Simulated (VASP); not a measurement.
A VASP calculation is set up with these files.

POSCAR:
```
PtS2
1.0
  1.7826102402  -3.0875715781   0.0000000000
  1.7826102402   3.0875715781   0.0000000000
  0.0000000000   0.0000000000   4.8186444335
Pt S
1 2
Direct
  0.0000000000   0.0000000000   0.0000000000
  0.3333330000   0.6666670000   0.2483778034
  0.6666670000   0.3333330000   0.7516221966
```

**INCAR**
```
# general
SYSTEM    =  PtS2
PREC      =  Accurate
ENCUT     =  520
LREAL     =  .False.   # projection in real space or not
LASPH     =  .True.

# electronic loop
EDIFF     =  1E-6   # SCF stop (eV)
NELM      =  100
ALGO      =  Normal   # blocked Davidson
LMAXMIX   =  6   # l cut-off of mixed one-centre charges

# smearing
ISMEAR    =  0   # Gaussian
SIGMA     =  0.05   # width (eV)

# functional
GGA       =  MK
LUSE_VDW  =  .True.
AGGAC     =  0.0
PARAM1    =  0.1234
PARAM2    =  1.0

# ions
IBRION    =  2   # conjugate gradients
NSW       =  60   # most ionic steps
ISIF      =  3
EDIFFG    =  -0.02

# output
LWAVE     =  .False.
LCHARG    =  .False.
```

File KPOINTS:
```
Automatic mesh
0
Gamma
7 7 4
0 0 0
```

POTCAR, in this order: Pt S (PBE.64 set). Program: vasp_std.

### Question
Translate this optB86b-vdW calculation to Quantum ESPRESSO's pw.x.

### Answer
One equivalent input (not run):
```
&CONTROL
  calculation = 'vc-relax'
  pseudo_dir = './pseudo'
  outdir = './out'
  tprnfor = .true.
  tstress = .true.
  nstep = 60
  forc_conv_thr = 0.00078
/
&SYSTEM
  ibrav = 0
  nat = 3
  ntyp = 2
  ecutwfc = 84
  occupations = 'smearing'
  smearing = 'gaussian'
  degauss = 0.003675
  input_dft = 'vdw-df-ob86'
/
&ELECTRONS
  conv_thr = 7.3e-08
  electron_maxstep = 100
/
&IONS
/
&CELL
/
ATOMIC_SPECIES
  Pt 195.084 Pt.upf
  S 32.060 S.upf
CELL_PARAMETERS angstrom
     1.7826102   -3.0875716   -0.0000000
     1.7826102    3.0875716    0.0000000
    -0.0000000    0.0000000    4.8186444
ATOMIC_POSITIONS crystal
  Pt   0.0000000  0.0000000  0.0000000
  S    0.3333330  0.6666670  0.2483778
  S    0.6666670  0.3333330  0.7516222
K_POINTS automatic
  7 7 4 0 0 0
```
The two are equivalent in intent, not identical: the potentials are each code's own (VASP's PAW set, PseudoDojo norm-conserving files in pw.x), so ENCUT and ecutwfc are chosen apart and not converted; conv_thr bounds pw.x's estimated SCF error, while EDIFF bounds the energy change between steps; forc_conv_thr acts on force components and is met together with etot_conv_thr.

The compound is PtS2 in the 1T layered structure. This run relaxes it. Symmetry was kept, so distortions that lower it aren't found. The start is the result of an earlier pass.
